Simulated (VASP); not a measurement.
VASP input:

**KPOINTS**
```
Automatic mesh
0
Gamma
8 8 8
0 0 0
```

**POSCAR**
```
As
1.0
  6.8111662532  -1.8069035845   1.0104881404
  6.8111662532   1.8069035845   1.0104881404
  5.8881650701   0.0000000000   4.0009346497
As
2
Cart
  3.9109805008   0.0000000000   1.2071232997
 15.5995170757  -0.0000000000   4.8147876308
```

**INCAR**
```
# general
SYSTEM  = As
PREC    = Accurate
ENCUT   = 520
LREAL   = F
LASPH   = T

# electronic loop
EDIFF   = 1E-7
NELM    = 100
ALGO    = Normal
LMAXMIX = 4

# smearing
ISMEAR  = 0
SIGMA   = 0.05

# functional
GGA     = RP

# ions
IBRION  = 2
NSW     = 30
ISIF    = 4
EDIFFG  = -0.01

# output
LWAVE   = F
LCHARG  = F
```

POTCAR, in this order: As (PBE.64 set). Program: vasp_std.

Write an equivalent input for Quantum ESPRESSO's pw.x.

One equivalent input (not run):
```
&CONTROL
  calculation = 'vc-relax'
  pseudo_dir = './pseudo'
  outdir = './out'
  tprnfor = .true.
  tstress = .true.
  nstep = 30
  forc_conv_thr = 0.00039
/
&SYSTEM
  ibrav = 0
  nat = 2
  ntyp = 1
  ecutwfc = 84
  occupations = 'smearing'
  smearing = 'gaussian'
  degauss = 0.003675
  input_dft = 'rpbe'
/
&ELECTRONS
  conv_thr = 7.3e-09
  electron_maxstep = 100
/
&IONS
/
&CELL
  cell_dofree = 'shape'
/
ATOMIC_SPECIES
  As 74.922 As.upf
CELL_PARAMETERS angstrom
     6.8111663   -1.8069036    1.0104881
     6.8111663    1.8069036    1.0104881
     5.8881651    0.0000000    4.0009346
ATOMIC_POSITIONS crystal
  As   0.2004552  0.2004552  0.2004552
  As   0.7995448  0.7995448  0.7995448
K_POINTS automatic
  8 8 8 0 0 0
```
The two are equivalent in intent, not identical: the potentials are each code's own (VASP's PAW set, PseudoDojo norm-conserving files in pw.x), so ENCUT and ecutwfc are chosen apart and not converted; conv_thr bounds pw.x's estimated SCF error, while EDIFF bounds the energy change between steps; forc_conv_thr acts on force components and is met together with etot_conv_thr.

The compound is As in the a7 structure. This cell is one point of a volume scan, at 0.97 of the reference volume. Symmetry was kept, so distortions that lower it aren't found.
